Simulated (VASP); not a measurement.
Here is the system:

```yaml
crystal:
  lattice:
    - [1.62277, -2.81072, 0.00000]
    - [1.62277, 2.81072, 0.00000]
    - [0.00000, 0.00000, 5.27814]
  atoms:
    - { symbol: Ga, position: [0.66667, 0.33333, 0.50000] }
    - { symbol: Ga, position: [0.33333, 0.66667, 0.00000] }
    - { symbol: N, position: [0.66667, 0.33333, 0.87700] }
    - { symbol: N, position: [0.33333, 0.66667, 0.37700] }
```

Calculation: PBE GGA, VASP's PBE PAW potentials (set 64) (plane waves; VASP). Settings: PREC = Normal, EDIFF = 1E-5, 400 eV cut-off, 12×12×8 Γ-centred mesh, Gaussian smearing of 0.050 eV, potentials Ga N.

At this cut-off the stress carries a Pulay error, which pulls relaxed volumes low.

Question: Estimate the energy per atom (σ→0), pressure, band gap (on the k-mesh) with the smallest direct gap where there is one.

Answer: 
```
Quantity                                             Result
-----------------------------------  ----------------------
band gap (on the k-mesh)                            1.63 eV
smallest direct gap (on the k-mesh)                 1.63 eV
energy per atom (σ→0)                -587.5 kJ/mol of atoms
pressure                                          -2.52 GPa
```

The absolute energy has meaning only against runs of the same code, potentials and settings.

The compound is GaN in the wurtzite structure. It was relaxed first, which changed the volume by +5 %.
